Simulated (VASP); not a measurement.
OSZICAR of a VASP run on Si (diamond):

File OSZICAR:
```
       N       E                     dE             d eps       ncg     rms          rms(c)
DAV:   1    -0.109073354311E+01   -0.10907E+01   -0.32412E+03  1520   0.742E+02
DAV:   2    -0.184445135739E+02   -0.17354E+02   -0.16844E+02  2272   0.817E+01
DAV:   3    -0.186965819334E+02   -0.25207E+00   -0.24998E+00  1936   0.120E+01
DAV:   4    -0.186980347256E+02   -0.14528E-02   -0.14528E-02  2488   0.922E-01
DAV:   5    -0.186980359485E+02   -0.12229E-05   -0.12229E-05  1968   0.201E-02    0.601E+00
DAV:   6    -0.175245434787E+02    0.11735E+01   -0.14731E-01  1736   0.301E+00    0.421E+00
DAV:   7    -0.184713505607E+02   -0.94681E+00   -0.62181E-01  1608   0.406E+00    0.825E-01
DAV:   8    -0.175260538823E+02    0.94530E+00   -0.14700E-01  1584   0.274E+00    0.431E-01
DAV:   9    -0.175022068068E+02    0.23847E-01   -0.60681E-02  1696   0.208E+00    0.300E-01
DAV:  10    -0.175299401596E+02   -0.27733E-01   -0.23857E-02  1608   0.144E+00    0.836E-02
DAV:  11    -0.175301356391E+02   -0.19548E-03   -0.22640E-04  2408   0.149E-01    0.497E-02
DAV:  12    -0.175301500359E+02   -0.14397E-04   -0.18741E-04  1640   0.170E-01    0.405E-02
DAV:  13    -0.175301275046E+02    0.22531E-04   -0.10518E-04  1648   0.138E-01    0.152E-02
DAV:  14    -0.175301641447E+02   -0.36640E-04   -0.18943E-05  1720   0.534E-02    0.918E-03
DAV:  15    -0.175301640227E+02    0.12195E-06   -0.13597E-06  1952   0.162E-02    0.730E-03
DAV:  16    -0.175301638666E+02    0.15606E-06   -0.17105E-07  2024   0.396E-03    0.168E-03
DAV:  17    -0.175301639095E+02   -0.42816E-07   -0.12118E-07  1632   0.377E-03
   1 F= -.17530164E+02 E0= -.17530164E+02  d E =-.321825E-12
```

### Question
Which electronic solver shows in the log?

### Answer
It is blocked Davidson (ALGO = Normal, or the opening steps of other solvers). The INCAR had ALGO = Normal.

### Question
Can the final energy be trusted as converged?

### Answer
The run converged. It stopped with EDIFF = 1E-7, NELM = 100 (r2SCAN meta-GGA, plane waves, VASP's PBE PAW potentials (set 64)).

The compound is Si in the diamond structure. This cell was strained or had an atom moved on purpose.
